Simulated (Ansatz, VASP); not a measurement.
**MgCd3Se4 in VASP and in Ansatz**

The input INCAR:

```
ALGO = Normal ; EDIFF = 1E-7
ENCUT = 520 ; GGA = PE
ISIF = 2 ; ISMEAR = 0
LASPH = True ; LCHARG = False
LREAL = False ; LWAVE = False
NBANDS = 41 ; NELM = 100
PREC = Accurate ; SIGMA = 0.1
```

The input KPOINTS:

```
k-points
0
Gamma
  4 4 2
```

Contents of POSCAR:

```
MgCd3Se4
1.0
    4.3539801000      0.0000000000      0.0000000000
    0.0000000000      4.3539801000      0.0000000000
    0.0000000000      0.0000000000     12.2377502000
Mg Cd Se
1 3 4
Direct
    0.5000000000      0.5000000000      0.5000000000
    0.0000000000      0.0000000000      0.7448600000
    0.5000000000      0.5000000000      0.0000000000
    0.0000000000      0.0000000000      0.2551400000
    0.5000000000      0.0000000000      0.1275270000
    0.0000000000      0.5000000000      0.3831930000
    0.5000000000      0.0000000000      0.6168070000
    0.0000000000      0.5000000000      0.8724730000
```

Input for Ansatz:

```yaml
crystal:
  lattice:
    - [4.3539801, 0.0, 0.0]
    - [0.0, 4.3539801, 0.0]
    - [0.0, 0.0, 12.2377502]
  atoms:
    - { symbol: Mg, position: [0.5, 0.5, 0.5] }
    - { symbol: Cd, position: [0.0, 0.0, 0.74486] }
    - { symbol: Cd, position: [0.5, 0.5, 0.0] }
    - { symbol: Cd, position: [0.0, 0.0, 0.25514] }
    - { symbol: Se, position: [0.5, 0.0, 0.127527] }
    - { symbol: Se, position: [0.0, 0.5, 0.383193] }
    - { symbol: Se, position: [0.5, 0.0, 0.616807] }
    - { symbol: Se, position: [0.0, 0.5, 0.872473] }
basis:
  ecutwfc: 420
kpoints:
  mp_grid: { grid: [4, 4, 2] }
hamiltonian:
  xc: pbe
scf:
  occupations: { method: gaussian, width: 0.1 }
  lower_state_search: "off"
output:
  forces: true
  stress: true
  eigenvalues: true
```

Alike in both runs: task single point; functional PBE; k mesh 4 × 4 × 2; occupations gaussian, width 0.1 eV; no spin polarisation.

|  | VASP | Ansatz |
| --- | --- | --- |
| version | VASP 6.6.1 | Ansatz 0.2.0 |
| potentials or method | VASP PAW PBE potentials, release 64 (Mg, Cd, Se) | scalar-relativistic, plane waves, PAW |
| plane-wave cutoff (eV) | 520 | 420 |
| valence electrons in the cell | 62 | 134 |

Ansatz gave:

| Item | Value |
| --- | --- |
| gap on the k mesh at the Fermi level (eV) | 0.91 |
| least direct gap on the mesh (eV) | 0.91 |
| pressure (GPa) | 0.1 |
| largest component of the traceless stress (GPa) | 0.08 |
| rms of the force components (eV/Å) | 0.003 |

Q: Estimate VASP's values.

A: gap on the k mesh at the Fermi level (eV): 0.91; least direct gap on the mesh (eV): 0.91; pressure (GPa): 0.2; largest component of the traceless stress (GPa): 0.08; rms of the force components (eV/Å): 0.012.

Atom by atom the forces differ by 0.010 eV/Å (rms over components). The two sets of potentials don't hold the same shells in valence.
